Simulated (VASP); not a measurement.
OSZICAR of a VASP run on Hf (relaxed from the diamond structure, space group Fd-3m):

OSZICAR:
```
       N       E                     dE             d eps       ncg     rms          rms(c)
DAV:   1    -0.321631905393E+02   -0.32163E+02   -0.10683E+04  1760   0.109E+03
DAV:   2    -0.883159839746E+02   -0.56153E+02   -0.55290E+02  1964   0.224E+02
DAV:   3    -0.904506511533E+02   -0.21347E+01   -0.20864E+01  2270   0.304E+01
DAV:   4    -0.904929863322E+02   -0.42335E-01   -0.41945E-01  2048   0.469E+00
DAV:   5    -0.904945026528E+02   -0.15163E-02   -0.15089E-02  2560   0.578E-01    0.329E+01
DAV:   6    -0.840989684703E+02    0.63955E+01   -0.15890E+00  1622   0.944E+00    0.191E+01
DAV:   7    -0.839733830976E+02    0.12559E+00   -0.12354E+00  1712   0.838E+00    0.143E+00
DAV:   8    -0.840846393588E+02   -0.11126E+00   -0.14195E+00  1598   0.772E+00    0.388E+00
DAV:   9    -0.841462129671E+02   -0.61574E-01   -0.67511E-02  2042   0.184E+00    0.206E+00
DAV:  10    -0.841511518930E+02   -0.49389E-02   -0.29065E-03  2250   0.358E-01    0.201E+00
DAV:  11    -0.842292331835E+02   -0.78081E-01   -0.30157E-02  1580   0.146E+00    0.187E+00
DAV:  12    -0.841577121119E+02    0.71521E-01   -0.25869E-02  1568   0.126E+00    0.142E+00
DAV:  13    -0.842697163429E+02   -0.11200E+00   -0.10192E-01  1616   0.186E+00    0.258E+00
DAV:  14    -0.842997680133E+02   -0.30052E-01   -0.26194E-02  1676   0.111E+00    0.229E+00
DAV:  15    -0.843024934752E+02   -0.27255E-02   -0.13971E-03  2216   0.256E-01    0.209E+00
DAV:  16    -0.843062504010E+02   -0.37569E-02   -0.19240E-03  1574   0.231E-01    0.210E+00
DAV:  17    -0.842874496540E+02    0.18801E-01   -0.40307E-02  1670   0.102E+00    0.219E+00
DAV:  18    -0.842922243476E+02   -0.47747E-02   -0.12952E-03  1988   0.226E-01    0.216E+00
DAV:  19    -0.843018146896E+02   -0.95903E-02   -0.74056E-04  1568   0.212E-01    0.214E+00
DAV:  20    -0.842778892188E+02    0.23925E-01   -0.11247E-02  1586   0.532E-01    0.597E-01
DAV:  21    -0.843049760849E+02   -0.27087E-01   -0.34705E-02  1580   0.927E-01    0.226E-01
DAV:  22    -0.843050737817E+02   -0.97697E-04   -0.87969E-04  2150   0.153E-01    0.239E-01
DAV:  23    -0.843036344650E+02    0.14393E-02   -0.21941E-03  1586   0.219E-01    0.296E-01
DAV:  24    -0.843028380846E+02    0.79638E-03   -0.72406E-04  1674   0.145E-01    0.198E-01
DAV:  25    -0.843036801972E+02   -0.84211E-03   -0.36384E-04  1634   0.127E-01    0.208E-01
DAV:  26    -0.843035029954E+02    0.17720E-03   -0.14562E-04  1652   0.755E-02    0.234E-01
DAV:  27    -0.843033524408E+02    0.15055E-03   -0.11543E-04  1706   0.639E-02    0.246E-01
DAV:  28    -0.843044651478E+02   -0.11127E-02   -0.10478E-03  1568   0.167E-01    0.204E-01
DAV:  29    -0.843031245937E+02    0.13406E-02   -0.10212E-03  1568   0.165E-01    0.130E-01
DAV:  30    -0.843047254823E+02   -0.16009E-02   -0.11677E-03  1568   0.157E-01    0.127E-01
DAV:  31    -0.843049192677E+02   -0.19379E-03   -0.22675E-04  1844   0.798E-02    0.153E-01
DAV:  32    -0.843051244154E+02   -0.20515E-03   -0.25347E-04  1568   0.920E-02    0.117E-01
DAV:  33    -0.843051493907E+02   -0.24975E-04   -0.88336E-05  1952   0.518E-02    0.957E-02
DAV:  34    -0.843051618638E+02   -0.12473E-04   -0.80404E-06  1760   0.207E-02    0.796E-02
DAV:  35    -0.843051751707E+02   -0.13307E-04   -0.67437E-06  2054   0.152E-02    0.467E-02
DAV:  36    -0.843051883770E+02   -0.13206E-04   -0.21177E-05  1646   0.252E-02    0.259E-02
DAV:  37    -0.843051880507E+02    0.32636E-06   -0.61379E-06  1976   0.161E-02    0.288E-02
DAV:  38    -0.843051913862E+02   -0.33356E-05   -0.20209E-06  1646   0.968E-03    0.179E-02
DAV:  39    -0.843051953263E+02   -0.39401E-05   -0.12518E-06  1880   0.699E-03    0.115E-02
DAV:  40    -0.843051982742E+02   -0.29478E-05   -0.12125E-06  1860   0.655E-03    0.259E-03
DAV:  41    -0.843051996339E+02   -0.13597E-05   -0.22377E-07  1496   0.275E-03    0.241E-03
DAV:  42    -0.843051996210E+02    0.12874E-07   -0.20433E-08   844   0.110E-03
   1 F= -.84305200E+02 E0= -.84305200E+02  d E =0.000000E+00
       N       E                     dE             ncg
       N       E                     dE             ncg
```

### Question
Which electronic solver shows in the log?

### Answer
It is blocked Davidson (ALGO = Normal, or the opening steps of other solvers). The INCAR had ALGO = Normal.

### Question
Can the final energy be trusted as converged?

### Answer
The calculation finished and met its thresholds. It stopped with EDIFF = 1E-7, NELM = 100 (r2SCAN meta-GGA, plane waves, VASP's PBE PAW potentials (set 64)).

The structure was generated: Hf was put into the diamond type (Fd-3m), which need not be its known phase. It was relaxed first, which changed the volume by +5 %.
